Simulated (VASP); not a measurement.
Write the native input for VASP 6.6.1 that does the following.

| Item | Value |
| --- | --- |
| Task | single point |
| Functional | r2SCAN |
| Potentials or basis | VASP PAW PBE potentials, release 64 (Ti_sv, Pt) |
| Cutoff | 520 eV |
| k mesh | 6 × 6 × 6 |
| Occupations | methfessel-paxton, width 0.1 eV |
| Spin | no spin polarisation |
| Dipole correction | no |
| Further INCAR settings | ALGO = Normal; EDIFF = 1e-06; NBANDS = 29 |

Crystal: TiPt3.

```
CELL_PARAMETERS angstrom
3.94828 0.00000 0.00000
0.00000 3.94828 0.00000
0.00000 0.00000 3.94828
ATOMIC_POSITIONS crystal
Ti 0.00000 0.00000 0.00000
Pt 0.00000 0.50000 0.50000
Pt 0.50000 0.00000 0.50000
Pt 0.50000 0.50000 0.00000
```

These files were run (other wordings do the same):

POSCAR

```
TiPt3
1.0
    3.9482821967      0.0000000000      0.0000000000
    0.0000000000      3.9482821967      0.0000000000
    0.0000000000      0.0000000000      3.9482821967
Ti Pt
1 3
Direct
    0.0000000000      0.0000000000      0.0000000000
    0.0000000000      0.5000000000      0.5000000000
    0.5000000000      0.0000000000      0.5000000000
    0.5000000000      0.5000000000      0.0000000000
```

INCAR.step1

```
PREC = Accurate
ENCUT = 520
ISMEAR = 1
SIGMA = 0.1
LREAL = F
LASPH = T
NELM = 100
NBANDS = 29
GGA = PE
ALGO = Normal
EDIFF = 1E-4
LWAVE = T
LCHARG = F
```

INCAR.step2

```
PREC = Accurate
ENCUT = 520
EDIFF = 1E-6
ISMEAR = 1
SIGMA = 0.1
LREAL = F
LASPH = T
NELM = 100
ALGO = Normal
ISIF = 2
LWAVE = F
LCHARG = F
METAGGA = R2SCAN
LMIXTAU = T
NBANDS = 29
ISTART = 1
```

KPOINTS

```
Automatic mesh
0
Gamma
  6 6 6
```

Potentials or basis: VASP PAW PBE potentials, release 64 (Ti_sv, Pt).

Command:

```bash
$ cat potpaw_PBE.64/Ti_sv/POTCAR potpaw_PBE.64/Pt/POTCAR > POTCAR
$ cp INCAR.step1 INCAR
$ mpirun -np 1 vasp_std > vasp.out
$ cp INCAR.step2 INCAR
$ mpirun -np 1 vasp_std > vasp.out
```

Results of the run:

```
Pressure               : -4.5 GPa
Band gap on the k mesh : none (metal or under the smearing width)
```

Caveat: the PAW data sets were made with another functional, which shifts forces and pressure a little.

Run time: 100 s on 1 thread of Intel(R) Xeon(R) Platinum 8375C CPU @ 2.90GHz (Ice Lake), on a shared host, peak memory 0.19 GiB.
